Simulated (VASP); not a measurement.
Energy against volume of SrO (rock salt). These are AM05 GGA, VASP's PBE PAW potentials (set 64) (plane waves; VASP) values and carry that method's errors. Run with 520 eV cut-off, 9×9×9 Γ-centred mesh, Gaussian smearing of 0.050 eV, potentials Sr_sv O.

| V (Å³/atom) | E (eV/atom) |
|---|---|
| 16.054 | -6.07952 |
| 16.567 | -6.09465 |
| 17.079 | -6.09958 |
| 17.592 | -6.09587 |

Question: Fit these four points and predict the energy of the run at 18.104 Å³/atom.

Answer: A cubic in V^(−2/3), the third-order Birch-Murnaghan form, passes through the four points with V0 = 17.10 Å³/atom and B0 = 89 GPa, and gives -6.0848 eV/atom there. The run gave -6.0848 eV/atom, -0.0 meV/atom from the fit; all five points give B0 = 89 GPa.

The compound is SrO in the rock salt structure. It was relaxed first.
